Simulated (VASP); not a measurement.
```
CELL_PARAMETERS angstrom
      1.54107    -2.66921     0.00000
      1.54107     2.66921     0.00000
      0.00000     0.00000     3.50313
ATOMIC_POSITIONS crystal
  Mg 0.00000 0.00000 0.00000
  B  0.33333 0.66667 0.50000
  B  0.66667 0.33333 0.50000
```

All values below come from PBE GGA, VASP's PBE PAW potentials (set 64) (plane waves; VASP). Numerical set-up: 520 eV cut-off, 13×13×10 Γ-centred mesh, tetrahedra with Blöchl corrections, potentials Mg B.

The cores are frozen, which limits the accuracy of field gradients.

Q: Give the principal components of the electric field gradient (V/Å²) and the asymmetry η at each nucleus.

A: 
```json
[
 {"atom": "Mg1", "Vxx": "0.3", "Vyy": "0.3", "Vzz": "-0.5", "η": "0.00"},
 {"atom": "B2", "Vxx": "-9.7", "Vyy": "-9.7", "Vzz": "19.4", "η": "0.00"},
 {"atom": "B3", "Vxx": "-9.7", "Vyy": "-9.7", "Vzz": "19.4", "η": "0.00"}
]
```

The compound is MgB2 in the AlB2 type structure. It was relaxed first.
